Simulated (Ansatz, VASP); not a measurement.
## TaH3Br2 in VASP and in Ansatz

```xyz
6
Lattice="3.2829 0.0000 0.0000 -1.6414 2.8430 0.0000 0.0000 0.0000 9.6338" Properties=species:S:1:pos:R:3 pbc="T T T"
Ta    1.6414    0.9477    4.8169
H     1.6414    0.9477    0.0000
H     0.0000    0.0000    4.8169
H     0.0000    0.0000    0.0000
Br    0.0000    1.8954    6.8572
Br    0.0000    1.8954    2.7766
```

Change from the starting cell: species swapped into the Ce2CuSi3 type (P-6m2, No. 187).

Alike in both runs: functional PBE; k mesh 12 × 12 × 4; occupations gaussian, width 0.1 eV; no spin polarisation.

Ansatz relaxed the structure, and its values are those at the end. VASP's run is a single point on that final structure, the one shown.

|  | VASP | Ansatz |
| --- | --- | --- |
| version | VASP 6.6.1 | Ansatz 0.2.0 |
| potentials or method | VASP PAW PBE potentials, release 64 (Ta_pv, H, Br) | scalar-relativistic, plane waves, PAW |
| plane-wave cutoff (eV) | 520 | 420 |
| valence electrons in the cell | 28 | 30 |

Ansatz gave:

```
gap on the k mesh at the Fermi level (eV) : none
pressure (GPa)                            : 0.0
rms of the force components (eV/Å)        : 0.000
```

Estimate VASP's values.

gap on the k mesh at the Fermi level (eV): none; pressure (GPa): 0.0; rms of the force components (eV/Å): 0.004.

A gap of «none» marks a metal or a gap that the smearing closes. The two sets of potentials don't hold the same shells in valence.

The runs have no spin-orbit coupling, so splittings on Ta are missing.
